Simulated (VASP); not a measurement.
Computed with r2SCAN+rVV10, VASP's PBE PAW potentials (set 64) (plane waves; VASP).

VASP ran on this input.

### POSCAR
```
Na2S
1
    0.0000000000     3.3070651232     3.3070651232
    3.3070651232     0.0000000000     3.3070651232
    3.3070651232     3.3070651232     0.0000000000
Na S
2 1
Direct
  0.2500000000   0.2500000000   0.2500000000
  0.7500000000   0.7500000000   0.7500000000
  0.0000000000   0.0000000000   0.0000000000
```

**INCAR**
```
! general
SYSTEM  =Na2S
PREC    =Accurate
ENCUT   =520
LREAL   =.FALSE.
LASPH   =.TRUE.

! electronic loop
EDIFF   =1E-7
NELM    =100
ALGO    =Normal
LMIXTAU =.TRUE.

! smearing
ISMEAR  =0
SIGMA   =0.05

! functional
METAGGA =R2SCAN
LUSE_VDW=.TRUE.
BPARAM  =11.95
CPARAM  =0.0093

! ions
ISIF    =2

! output
LWAVE   =.FALSE.
LCHARG  =.FALSE.
```

**KPOINTS**
```
K-points
0
Gamma
6 6 6
```

POTCAR, in this order: Na_pv S (PBE.64 set). Program: vasp_std.

What does the run give for the energy per atom (σ→0), pressure, band gap (on the k-mesh)?

| Property | Result |
|---|---|
| energy per atom (σ→0) | -6.078 eV/atom |
| band gap (on the k-mesh) | 2.87 eV |
| pressure | -1.85 GPa |

OSZICAR:
```
...
DAV:  23    -0.182325279888E+02    0.19595E-06   -0.72700E-07   448   0.135E-02    0.345E-03
DAV:  24    -0.182325297582E+02   -0.17693E-05   -0.28699E-07   460   0.778E-03    0.234E-03
DAV:  25    -0.182325288344E+02    0.92376E-06   -0.27768E-08   422   0.221E-03    0.136E-03
DAV:  26    -0.182325278727E+02    0.96170E-06   -0.19832E-08   344   0.163E-03    0.781E-05
DAV:  27    -0.182325284205E+02   -0.54781E-06   -0.12255E-08   344   0.158E-03    0.217E-04
DAV:  28    -0.182325287201E+02   -0.29963E-06   -0.37155E-09   260   0.936E-04    0.139E-04
DAV:  29    -0.182325286949E+02    0.25276E-07   -0.51350E-10   260   0.366E-04
   1 F= -.18232529E+02 E0= -.18232529E+02  d E =-.755632E-18
```

The compound is Na2S in the antifluorite structure. This cell is one point of a volume scan, at 1.06 of the reference volume.
